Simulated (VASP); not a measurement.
Output of a VASP run:

### OSZICAR
```
       N       E                     dE             d eps       ncg     rms          rms(c)
DAV:   1     0.110456252740E+03    0.11046E+03   -0.98304E+03 15494   0.154E+03
DAV:   2    -0.214330250290E+02   -0.13189E+03   -0.12851E+03 17625   0.382E+02
DAV:   3    -0.254592199824E+02   -0.40262E+01   -0.39701E+01 19015   0.612E+01
DAV:   4    -0.254990009887E+02   -0.39781E-01   -0.39758E-01 16780   0.640E+00
DAV:   5    -0.254993392938E+02   -0.33831E-03   -0.33825E-03 18375   0.601E-01    0.325E+01
DAV:   6    -0.224965509911E+02    0.30028E+01   -0.96554E+00 17430   0.318E+01    0.866E+00
DAV:   7    -0.224369442712E+02    0.59607E-01   -0.40922E-01 16190   0.574E+00    0.615E+00
DAV:   8    -0.224113579006E+02    0.25586E-01   -0.68613E-02 17315   0.249E+00    0.906E-01
DAV:   9    -0.224101724877E+02    0.11854E-02   -0.39491E-03 16670   0.488E-01    0.138E-01
DAV:  10    -0.224101281770E+02    0.44311E-04   -0.25298E-04 18050   0.210E-01    0.754E-02
DAV:  11    -0.224101275357E+02    0.64133E-06   -0.14072E-05 10370   0.396E-02
   1 F= -.22410128E+02 E0= -.22410183E+02  d E =0.166229E-03
```

File OUTCAR:
```
------------------------ aborting loop because EDIFF is reached ----------------------------------------
  FORCE on cell =-STRESS in cart. coord.  units (eV):
  Direction    XX          YY          ZZ          XY          YZ          ZX
  --------------------------------------------------------------------------------------
  Total       -0.1522232      0.4666293      2.2254437     -0.2860477      0.0000000      0.0000000
  in kB      -11.7114615     35.9006491    171.2170146    -22.0074049      0.0000000      0.0000000
  external PRESSURE =      65.1354007 kB  Pullay stress =       0.0000000 kB
  volume of cell :       20.82
      direct lattice vectors                 reciprocal lattice vectors
     1.473268000 -2.524709000  0.000000000     0.339381565 -0.198042626  0.000000000
     1.473268000  2.524709000  0.000000000     0.339381565  0.198042626  0.000000000
     0.000000000  0.000000000  2.799350000     0.000000000  0.000000000  0.357225785
 POSITION                                       TOTAL-FORCE (eV/Angst)
 -----------------------------------------------------------------------------------
      0.00000      0.00000      0.00000         0.774173      0.041588      0.000000
      1.52292      0.84157      1.39968        -0.774173     -0.041588      0.000000
 -----------------------------------------------------------------------------------
    total drift:                                0.000458      0.000170      0.000000
  FREE ENERGIE OF THE ION-ELECTRON SYSTEM (eV)
  ---------------------------------------------------
  free  energy   TOTEN  =       -22.4101275357 eV

  energy  without entropy=      -22.4102937647  energy(sigma->0) =      -22.41018295
```
(Selected blocks of OUTCAR.)

**POSCAR**
```
WC
1
    1.4732680000    -2.5247090000     0.0000000000
    1.4732680000     2.5247090000     0.0000000000
    0.0000000000     0.0000000000     2.7993500000
W C
1 1
Direct
  0.0000000000   0.0000000000   0.0000000000
  0.3501850000   0.6835190000   0.5000000000
```

Write an INCAR and KPOINTS that could have produced this output.

This is not unique; one that fits is the input of the run itself, PBE GGA, plane waves, VASP's PBE PAW potentials (set 64).

**INCAR**
```
# general
SYSTEM  = WC
PREC    = Accurate
ENCUT   = 520
LREAL   = .False.
LASPH   = .True.

# electronic loop
EDIFF   = 1E-5
NELM    = 100
ALGO    = Normal
LMAXMIX = 6

# smearing
ISMEAR  = 1
SIGMA   = 0.1

# functional
GGA     = PE

# ions
ISIF    = 2

# output
LWAVE   = .False.
LCHARG  = .False.
```

KPOINTS:
```
Automatic mesh
0
Gamma
13 13 12
0 0 0
```

POTCAR, in this order: W_sv C (PBE.64 set). Program: vasp_std.

The compound is WC in the wc structure. The cell was not relaxed at this level, atoms are displaced from their ideal sites. The run is one of a series of settings (EDIFF = 1E-5 against the base run), some of them coarse on purpose.
